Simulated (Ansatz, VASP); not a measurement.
**Cross-check of InP between VASP and Ansatz**

Aim: how closely do two programs agree when they are given the same cell, functional and k mesh? The cell is taken from a series of runs on this material, whose earlier steps may have relaxed, scaled, displaced or heated it; both programs get it as it stands.

Calculated with Ansatz 0.2.0; plane waves, with VASP 6.6.1 beside it; zone-centre phonons at LDA.

**1. Starting point**

Symmetry: F-43m, No. 216, cubic system. Conventional cell: a = 5.827 Å, b = 5.827 Å, c = 5.827 Å, α = 90.00°, β = 90.00°, γ = 90.00°. Nearest to P lie 4 In at 2.52 Å. In has 4 P at 2.52 Å nearest. Farther neighbours are not listed.

**2. Ansatz: zone-centre phonons, LDA**

Ansatz runs on its PAW soft_1 files.

Second derivatives magnify differences that forces hide, and they need a tight electronic threshold.

Contents of input.yaml:

```yaml
crystal:
  lattice:
    - [0.0, 2.913490597, 2.913490597]
    - [2.913490597, 0.0, 2.913490597]
    - [2.913490597, 2.913490597, 0.0]
  atoms:
    - { symbol: P, position: [0.75, 0.75, 0.75] }
    - { symbol: In, position: [0.0, 0.0, 0.0] }
total_charge: 0.029677
kpoints:
  mp_grid: { grid: [30, 30, 30] }
hamiltonian:
  xc: lda
  pseudopotentials: { kind: paw, azcp: { folder: soft_1 }, xc_functional: pbe }
scf:
  occupations: { method: fermi_dirac, width: 0.03 }
output:
  eigenvalues: true
phonons:
  method: dfpt
```

Run with:

```
$ ansatz run input.yaml --threads 8 --pin off --max-ram 16384MiB --backend cpu --events-out ev --progress --plain --runs-dir out
```

Numbers of over 12 decimals in the logs are rounded to 6 here.

Output:

```text
zone centre: on kpoints.mp_grid the ground state, and the responses unless they are solved on pairs of k-points, stand on 1992 of the mesh's 27000 k-points, reduced under 8 symmetry operations, with k and −k counted as one. Each operation leaves every solved displacement unchanged or reverses it
Engine: ansatz 0.2.0, aarch64-unknown-linux-gnu
Pseudopotentials: kind: paw
Pseudopotential: P, paw, valence charge 5, recommended cutoff 420 eV (normal), soft_1/P.paw.azcp
Pseudopotential: In, paw, valence charge 13, recommended cutoff 420 eV (normal), soft_1/In.paw.azcp
Functional definition: SPW92
  exchange = slater_x
  correlation = pw_c
Crystal: 2 atoms, lattice volume = 49.462 Å³
Basis set: ecut = 420 eV, 941 PW (Γ), exchange–correlation on 60×60×60 points (8 copies of the dense FFT grid, shifted against one another)
Bands: 13, of which v1, the nominal top of the filled ones, is band 9 counted from 1 (8 counted from 0)
Symmetry: 24 space group operations
k-points: 1992 of 27000 (irreducible under 8 space group operations, time reversal used)
Non-local potential: P, projectors of the file, l = 0: 2, l = 1: 2, l = 2: 1
Non-local potential: In, projectors of the file, l = 0: 2, l = 1: 2, l = 2: 2, l = 3: 1
PAW form: soft (Blöchl's): semilocal exchange-correlation on the pseudo side does not see the compensation charge
PAW frozen core: P, regenerated for the run's functional, and the local potential with it (the file was generated under x = pbe(κ = 0.804, μ = 0.219515), c = pbe(β = 0.066725))
PAW frozen core: In, regenerated for the run's functional, and the local potential with it (the file was generated under x = pbe(κ = 0.804, μ = 0.219515), c = pbe(β = 0.066725))
PAW one-centre angular grid: P, 110 points (default); XC on 64 Gauss nodes
PAW one-centre angular grid: In, 590 points (default); XC on 64 Gauss nodes
Initial density: superposition of atomic densities (chi_scale 0.1, normalization cell, long waves kept (reshape's long-wave potential 0.00 eV rms))
Initial wavefunctions: pseudopotential atomic-orbital guess
Functional: x = slater, c = lda
SCF iter   1: F=—  HF=-6184.050720 eV  |F-HF|=—  |Δ(HF+E_count)|=         —  Δρ=3.24e-2  dr2=7.34e-1  ethr=3.10e-3  ⟨swp⟩=6.4  Hψ=180155  notcnv=0
preconditioner: auto → Kerker (q_TF=auto, 2.305 Å⁻¹)  [metal: Δε(μ)=0.003 eV  Ē_g=14.531 eV  σ=0.030 eV  W_gap=0.02  n_scr=14 (ndim 8)  ℏωp=22.4 eV  f_vac=0.000  D(μ)=0.28/eV (n_scr^D=0)]
SCF iter   2: F=—  HF=-6183.877714 eV  |F-HF|=—  |Δ(HF+E_count)|=   1.73e-1  Δρ=1.95e-2  dr2=2.41e-1  ethr=3.10e-3  ⟨swp⟩=2.0  Hψ=49800  notcnv=0
SCF iter   3: F=—  HF=-6183.811210 eV  |F-HF|=—  |Δ(HF+E_count)|=   6.65e-2  Δρ=4.01e-3  dr2=1.41e-2  ethr=1.34e-3  ⟨swp⟩=2.1  Hψ=38387  notcnv=0
SCF iter   4: F=—  HF=-6183.809436 eV  |F-HF|=—  |Δ(HF+E_count)|=   1.77e-3  Δρ=1.42e-3  dr2=1.89e-3  ethr=7.82e-5  ⟨swp⟩=2.3  Hψ=42015  notcnv=0
SCF iter   5: F=—  HF=-6183.809496 eV  |F-HF|=—  |Δ(HF+E_count)|=   6.01e-5  Δρ=4.29e-4  dr2=9.61e-5  ethr=1.05e-5  ⟨swp⟩=2.1  Hψ=44041  notcnv=0
SCF iter   6: F=—  HF=-6183.809521 eV  |F-HF|=—  |Δ(HF+E_count)|=   2.45e-5  Δρ=5.70e-5  dr2=1.20e-6  ethr=5.35e-7  ⟨swp⟩=2.4  Hψ=44437  notcnv=0
SCF iter   7: F=—  HF=-6183.809521 eV  |F-HF|=—  |Δ(HF+E_count)|=   6.83e-7  Δρ=8.05e-6  dr2=3.82e-8  ethr=6.70e-9  ⟨swp⟩=3.0  Hψ=44549  notcnv=0
SCF iter   8: F=—  HF=-6183.809521 eV  |F-HF|=—  |Δ(HF+E_count)|=   1.85e-8  Δρ=2.27e-6  dr2=5.06e-9  ethr=2.13e-10  ⟨swp⟩=2.1  Hψ=29884  notcnv=0
SCF iter   9: F=—  HF=-6183.809521 eV  |F-HF|=—  |Δ(HF+E_count)|=   1.43e-9  Δρ=6.35e-7  dr2=3.45e-10  ethr=2.82e-11  ⟨swp⟩=1.5  Hψ=27211  notcnv=0
SCF iter  10: F=-6183.809521 eV  HF=-6183.809521 eV  |F-HF|=4.55e-12  |Δ(HF+E_count)|=  4.18e-11  Δρ=7.66e-8  dr2=2.63e-12  ethr=1.00e-12  ⟨swp⟩=7.0  Hψ=167021  notcnv=0
SCF 1 converged in 10 iterations: F = -6183.809521 eV  dr2 = 2.63e-12
  greatest PAW one-centre occupation: 0.982 electrons in one spin orbital (limit 2), on the In atom at site 1 (counted from 0), in its partial waves of l = 2
DFPT response loops at Γ: preconditioner auto → Kerker (q_TF=auto, 2.305 Å⁻¹) (partly filled bands, converged f_vac=0.008); β = 1.00, the filter's whole step (`scf.mixing.beta` (0.50) is not read by the response loops under this deck's `scf.mixing.preconditioner`; to damp them name `kerker` or `kerker_dos`, under which they read `scf.mixing.beta`, and type it under 1.00, their step now; both keys bind the ground state too); Broyden in place of MSR1
SCF converged after 10 iterations
Free energy (F): -6183.809521 eV
Harris-Foulkes:  -6183.809521 eV  (|F-HF|=4.55e-12)
Internal energy: -6183.808781 eV  (E = F + TS)
E sigma→0 (E₀):  -6183.809151 eV
Entropy (-TS):   -0.000741 eV (-0.370 meV/atom)
Fermi energy:    6.810312 eV
--- Per-component energies (eV) ---
  E_band       = -53.429813
  E_kinetic    = 288.698778
  E_local      = -1325.056854  (includes V_loc(G=0)·N_el)
  E_nonlocal   = 363.847365
  E_hartree    = 529.130161
  E_xc         = -213.821822
  E_vxc        = -151.368284  (∫ρ·V_xc dr)
  E_paw        = -4599.173411  (= ΣΔE_a)
  E_vpaw       = -287.811224  (= ΣTr[D̂ρ^β])
  E_aug_tail   = 0.000084  (compensation charges beyond the density's cutoff)
  E_ewald      = -1227.834968
  E_core_change = 0.401886  (= ΣΔE_core)
  E_smearing   = -0.000741  (= −TS)
  E_closure    = 0.000000  (closes the sum)
  E_deformation_potential = 0.395530  (in the stress; not in F)
  Σ components = -6183.809521   (vs F -6183.809521, Δ=0.00e0)
--- Band table (eV; the first three rows and the last of 1992) ---
  k-point 0: bands = [... 5 lower, -4.6891, 6.9846, 6.9846, 6.9846, 7.5705, 10.9611, 10.9611, 10.9611]
  k-point 1: bands = [... 5 lower, -4.6757, 6.7236, 6.9690, 6.9690, 7.7900, 10.9613, 10.9844, 10.9844]
  k-point 2: bands = [... 5 lower, -4.6358, 6.2682, 6.9237, 6.9237, 8.1169, 10.9739, 11.0517, 11.0517]
  k-point 1991: bands = [... 5 lower, -2.1065, 1.1957, 3.9246, 3.9493, 11.1051, 11.2765, 12.5398, 13.1050]
--- Phonons (Γ-DFPT): 2 representative perturbations + reference, on 1992 of 27000 k-points (Σ response iterations 6) ---
  k mesh reduced under 8 symmetry operations, with k and −k counted as one. Each operation leaves every solved displacement unchanged or reverses it
  ASR residual: 2.219e-5 → 0.000e0 eV/Å²; symmetrization residual: 3.250e-6 eV/Å²
  ASR residual per site (eV/Å²): 1.66e-5 2.22e-5
  Γ frequencies (cm⁻¹): 0.00 0.00 0.00 295.46 295.46 295.46
  non-analytic LO–TO correction: not included (Born effective charges unavailable; polar crystals: no LO–TO splitting at Γ)
```

In the SCF lines HF is the Harris–Foulkes energy and dr2 the Hartree energy of the density residual, in eV; the loop may stop once dr2 is under the threshold and the program's other checks hold. Hψ counts applications of the Hamiltonian.

**3. VASP: zone-centre phonons, LDA**

The same cell, functional (in two slightly different forms), mesh and smearing now go to VASP, with its own data sets.

Lines of VASP's logs that name or quote its potential files are left out, and so is its time.

Contents of INCAR:

```
SYSTEM = InP
PREC = Accurate
ENCUT = 500
EDIFF = 1E-08
NELM = 120
ISMEAR = -1
SIGMA = 0.03
LREAL = .FALSE.
ALGO = Normal
GGA = CA
NELECT = 17.970323
NBANDS = 14
LORBIT = 11
LWAVE = .FALSE.
LCHARG = .FALSE.
ISIF = 2
IBRION = 8
LASPH = .TRUE.
GGA_COMPAT = .FALSE.
KPAR = 2
```

Contents of POSCAR:

```
InP
1.0
    0.0000000000      2.9134905970      2.9134905970
    2.9134905970      0.0000000000      2.9134905970
    2.9134905970      2.9134905970      0.0000000000
P In
1 1
Direct
    0.7500000000      0.7500000000      0.7500000000
    0.0000000000      0.0000000000      0.0000000000
```

Contents of KPOINTS:

```
Automatic mesh
0
Gamma
30 30 30
0 0 0
```

Potentials, in the order of the species: P and In_d (LDA family, release 64).

Run with:

```
$ mpirun -np 2 vasp_std
```

Output:

```text
[banner, memory and clock lines left out]
running    2 mpi-ranks, on    1 nodes
 distrk:  each k-point on    1 cores,    2 groups
 distr:  one band on    1 cores,    1 groups

 POSCAR found type information on POSCAR P In
 POSCAR found :  2 types and       2 ions
 LDA part: xc-table for (Slater(with rela. corr.)+CA(PZ))
 , standard interpolation
 POSCAR, INCAR and KPOINTS ok, starting setup
 FFT: planning ... GRIDC
 FFT: planning ... GRID_SOFT
 FFT: planning ... GRID
 WAVECAR not read
 entering main loop
       N       E                     dE             d eps       ncg     rms          rms(c)
DAV:   1     0.111332822467E+03    0.11133E+03   -0.77767E+03 21178   0.131E+03
DAV:   2    -0.231026081043E+01   -0.11364E+03   -0.10962E+03 22418   0.317E+02
DAV:   3    -0.100267172150E+02   -0.77165E+01   -0.76573E+01 27740   0.851E+01
DAV:   4    -0.102371618029E+02   -0.21044E+00   -0.21030E+00 25562   0.153E+01
DAV:   5    -0.102472557467E+02   -0.10094E-01   -0.10094E-01 32004   0.293E+00BRMIX: very serious problems
 the old and the new charge density differ
 old charge density:    18.00000 new   17.97032
BRMIX: very serious problems
 the old and the new charge density differ
 old charge density:    18.00000 new   17.97032
    0.595E+00
DAV:   6    -0.987307393735E+01    0.37418E+00   -0.60795E-01 32846   0.146E+01    0.356E+00
DAV:   7    -0.983133240179E+01    0.41742E-01   -0.15224E-01 28372   0.354E+00    0.116E+00
DAV:   8    -0.982635234298E+01    0.49801E-02   -0.14045E-02 28122   0.157E+00    0.416E-01
DAV:   9    -0.982608352380E+01    0.26882E-03   -0.12828E-03 27982   0.481E-01    0.183E-01
DAV:  10    -0.982610493688E+01   -0.21413E-04   -0.14419E-04 32790   0.114E-01    0.117E-01
DAV:  11    -0.982610874014E+01   -0.38033E-05   -0.18132E-05 32136   0.686E-02    0.470E-02
DAV:  12    -0.982610674253E+01    0.19976E-05   -0.54249E-06 26582   0.371E-02    0.155E-02
DAV:  13    -0.982610669060E+01    0.51924E-07   -0.27747E-07 26724   0.428E-03    0.136E-02
DAV:  14    -0.982610663421E+01    0.56387E-07   -0.12044E-07 26792   0.515E-03    0.277E-03
DAV:  15    -0.982610662891E+01    0.53030E-08   -0.20525E-08 20912   0.116E-03
   1 F= -.98261066E+01 E0= -.98257359E+01  d E =-.741552E-03
 Linear response reoptimize wavefunctions to high precision
DAV:   1    -0.982610662889E+01    0.17735E-10   -0.68693E-10 17680   0.249E-04
 Linear response DOF=           2
 Linear response progress:
  Degree of freedom:   1/  2
       N       E                     dE             d eps       ncg     rms          rms(c)
RMM:   1    -0.503291191137E-01   -0.50329E-01    0.32581E-02219595   0.197E+00
RMM:   2    -0.481458590949E-01    0.21833E-02   -0.46282E-04170173   0.714E-01    0.151E-01
RMM:   3    -0.487448561251E-01   -0.59900E-03   -0.16202E-03192678   0.303E-01    0.578E-02
RMM:   4    -0.489969864190E-01   -0.25213E-03   -0.20482E-04193050   0.116E-01    0.182E-02
RMM:   5    -0.490295491622E-01   -0.32563E-04   -0.20672E-05202963   0.371E-02    0.111E-02
RMM:   6    -0.490190902497E-01    0.10459E-04   -0.40415E-06200353   0.125E-02    0.404E-03
RMM:   7    -0.490198435243E-01   -0.75327E-06   -0.34259E-07202351   0.450E-03    0.186E-03
RMM:   8    -0.490231682464E-01   -0.33247E-05    0.46077E-08197363   0.170E-03    0.414E-04
RMM:   9    -0.490230988365E-01    0.69410E-07    0.18709E-06221433   0.587E-04    0.239E-04
RMM:  10    -0.490230705438E-01    0.28293E-07    0.33768E-07208051   0.243E-04    0.930E-05
RMM:  11    -0.490231649555E-01   -0.94412E-07    0.32401E-08213216   0.989E-05    0.444E-05
RMM:  12    -0.490231627397E-01    0.22157E-08    0.20961E-08212290   0.378E-05    0.233E-05
 first order change of Fermi-energy   0.12614E-03
 force on displaced ion       1 direction 1 :  -7.802  -0.000  -0.000
 Linear response progress:
  Degree of freedom:   2/  2
       N       E                     dE             d eps       ncg     rms          rms(c)
RMM:   1    -0.234535816900E+00   -0.23454E+00   -0.68185E-02143559   0.542E+00
RMM:   2    -0.237130522396E+00   -0.25947E-02   -0.15200E-02175873   0.118E+00    0.949E-02
RMM:   3    -0.237145765968E+00   -0.15244E-04   -0.17770E-03195342   0.366E-01    0.495E-02
RMM:   4    -0.236978703414E+00    0.16706E-03   -0.16784E-04195272   0.124E-01    0.243E-02
RMM:   5    -0.236951511966E+00    0.27191E-04   -0.22866E-05201738   0.457E-02    0.781E-03
RMM:   6    -0.236959454220E+00   -0.79423E-05   -0.98934E-06205835   0.162E-02    0.260E-03
RMM:   7    -0.236969515941E+00   -0.10062E-04   -0.29659E-06203764   0.478E-03    0.747E-04
RMM:   8    -0.236967724311E+00    0.17916E-05   -0.14346E-06206385   0.209E-03    0.358E-04
RMM:   9    -0.236966047225E+00    0.16771E-05   -0.43957E-07202431   0.960E-04    0.122E-04
RMM:  10    -0.236966846930E+00   -0.79971E-06   -0.23315E-07200797   0.459E-04    0.104E-04
RMM:  11    -0.236966805165E+00    0.41765E-07    0.92780E-08217485   0.234E-04    0.878E-05
RMM:  12    -0.236966846514E+00   -0.41349E-07    0.34171E-08217660   0.129E-04    0.825E-05
RMM:  13    -0.236966801111E+00    0.45403E-07    0.76664E-08197977   0.808E-05    0.235E-05
RMM:  14    -0.236966845560E+00   -0.44450E-07    0.49419E-08207176   0.508E-05    0.690E-06
RMM:  15    -0.236966850128E+00   -0.45680E-08    0.45216E-08218840   0.341E-05    0.551E-06
 first order change of Fermi-energy  -0.16672E-04
 force on displaced ion       2 direction 1 :  -7.834  -0.000  -0.000
 Linear response finished
```

From OUTCAR (step 3):

```text
NELECT = 17.970323

 ion  position               nearest neighbor table
   1  0.750  0.750  0.750-   2 2.52   2 2.52   2 2.52   2 2.52
   2  0.000  0.000  0.000-   1 2.52   1 2.52   1 2.52   1 2.52

  LATTYP: Found a face centered cubic cell.
 ALAT       =     5.8269811940

 Subroutine GETGRP returns: Found 24 space group operations
 (whereof 24 operations were pure point group operations)

The static configuration has the point symmetry T_d .

 Found    752 irreducible k-points:

   k-points           NKPTS =    752   k-points in BZ     NKDIM =    752   number of bands    NBANDS=     14

   dimension x,y,z NGX =    30 NGY =   30 NGZ =   30
   dimension x,y,z NGXF=    60 NGYF=   60 NGZF=   60

   ENCUT  =  500.0 eV  36.75 Ry    6.06 a.u.   7.51  7.51  7.51*2*pi/ulx,y,z

 k-points in reciprocal lattice and weights: Automatic mesh
   0.00000000  0.00000000  0.00000000       0.000
   0.03333333  0.00000000  0.00000000       0.000
   0.06666667  0.00000000  0.00000000       0.000
   0.10000000  0.00000000  0.00000000       0.000
   0.13333333  0.00000000  0.00000000       0.000
   0.16666667  0.00000000  0.00000000       0.000
   0.20000000  0.00000000  0.00000000       0.000
   0.23333333  0.00000000  0.00000000       0.000
   0.26666667  0.00000000  0.00000000       0.000
[...]
-0.26666667  0.46666667  0.23333333       0.001
  -0.26666667  0.50000000  0.23333333       0.000

 average (electrostatic) potential at core
       1 -83.8783       2 -95.0654

  Total       -0.3182443     -0.3182443     -0.3182443      0.0000000      0.0000000      0.0000000
  in kB      -10.3086151    -10.3086151    -10.3086151      0.0000000      0.0000000      0.0000000
  external PRESSURE =     -10.3086151 kB  Pullay stress =       0.0000000 kB

  energy-cutoff  :      500.00
  volume of cell :       49.46
      direct lattice vectors                 reciprocal lattice vectors
     0.000000000  2.913490597  2.913490597    -0.171615450  0.171615450  0.171615450
     2.913490597  0.000000000  2.913490597     0.171615450 -0.171615450  0.171615450
     2.913490597  2.913490597  0.000000000     0.171615450  0.171615450 -0.171615450

 POSITION                                       TOTAL-FORCE (eV/Angst)
 -----------------------------------------------------------------------------------
      4.37024      4.37024      4.37024         0.000000      0.000000      0.000000
      0.00000      0.00000      0.00000        -0.000000     -0.000000     -0.000000
 -----------------------------------------------------------------------------------
    total drift:                                0.000000      0.000000      0.000000

 Eigenvectors and eigenvalues of the dynamical matrix
 ----------------------------------------------------

   1 f  =    8.845187 THz    55.575952 2PiTHz  295.043693 cm-1    36.580739 meV
             X         Y         Z           dx          dy          dz
      4.370236  4.370236  4.370236    -0.887061    0.000000    0.000000
      0.000000  0.000000  0.000000     0.461652    0.000000    0.000000

   2 f  =    8.845187 THz    55.575952 2PiTHz  295.043693 cm-1    36.580739 meV
             X         Y         Z           dx          dy          dz
      4.370236  4.370236  4.370236     0.000000    0.887061    0.000000
      0.000000  0.000000  0.000000     0.000000   -0.461652    0.000000

   3 f  =    8.845187 THz    55.575952 2PiTHz  295.043693 cm-1    36.580739 meV
             X         Y         Z           dx          dy          dz
      4.370236  4.370236  4.370236     0.000000    0.000000    0.887061
      0.000000  0.000000  0.000000     0.000000    0.000000   -0.461652

   4 f/i=    0.007266 THz     0.045653 2PiTHz    0.242365 cm-1     0.030049 meV
             X         Y         Z           dx          dy          dz
      4.370236  4.370236  4.370236     0.000000    0.000000   -0.461652
      0.000000  0.000000  0.000000     0.000000    0.000000   -0.887061

   5 f/i=    0.007266 THz     0.045653 2PiTHz    0.242365 cm-1     0.030049 meV
             X         Y         Z           dx          dy          dz
      4.370236  4.370236  4.370236    -0.461652    0.000000    0.000000
      0.000000  0.000000  0.000000    -0.887061    0.000000    0.000000

   6 f/i=    0.007266 THz     0.045653 2PiTHz    0.242365 cm-1     0.030049 meV
             X         Y         Z           dx          dy          dz
      4.370236  4.370236  4.370236     0.000000   -0.461652    0.000000
      0.000000  0.000000  0.000000     0.000000   -0.887061    0.000000

 ELASTIC MODULI CONTR FROM IONIC RELAXATION (kBar)
 Direction    XX          YY          ZZ          XY          YZ          ZX
 --------------------------------------------------------------------------------
 XX          -0.0000      0.0000      0.0000     -0.0000      0.0000     -0.0000
 YY           0.0000     -0.0000     -0.0000     -0.0000     -0.0000      0.0000
 ZZ           0.0000     -0.0000     -0.0000      0.0000     -0.0000     -0.0000
 XY          -0.0000     -0.0000      0.0000   -289.8108      0.0000      0.0000
 YZ           0.0000     -0.0000     -0.0000      0.0000   -289.8108      0.0000
 ZX          -0.0000      0.0000     -0.0000      0.0000      0.0000   -289.8108
 --------------------------------------------------------------------------------
```

The cell is charged against a uniform background.

**4. Side by side**

Known differences besides the potentials themselves: the two LDA forms differ slightly; the cutoff is 420 eV in Ansatz and 500 eV in VASP; VASP's log shows a relativistic correction to its local exchange, Ansatz's none. Total energies have different zeros and are not compared.

Compared:

```
                  quantity  Ansatz   VASP  difference
optical mode 1 to 3 (cm⁻¹)   295.5  295.0     +0.14 %
```

Modes are paired by rising frequency, not by their patterns, so a pair may set unlike modes beside each other; they are those without the splitting of longitudinal modes. The cell carries a charge of +0.029677 e against a uniform background, so its pressure also hangs on how the neutralising background is counted, and in a defect's cell a gap may be the spacing between its levels.

**5. Outcome**

| Quantity | Value |
| --- | --- |
| r.m.s. difference of the optical zone-centre modes, each program's sorted by frequency (zone-centre phonons, LDA) | 0.42 cm⁻¹ |

In words: The r.m.s. difference of the optical zone-centre modes, each program's sorted by frequency is 0.42 cm⁻¹ (zone-centre phonons, LDA). How closely two codes agree says nothing of how well the functional describes the real material.

[Lines on the potential files, build, host, timing and source positions are cut from VASP's logs without a mark.]

[Logs are printed without paths, hosts, clocks, repeated set-up lines and the standing remarks that a program may print on its own settings, such as how far it seeks lower states.]

[Hosts, paths, dates, database ids (printed as entryN), source tags and the programs' standing remarks are cut or masked in the printed files.]
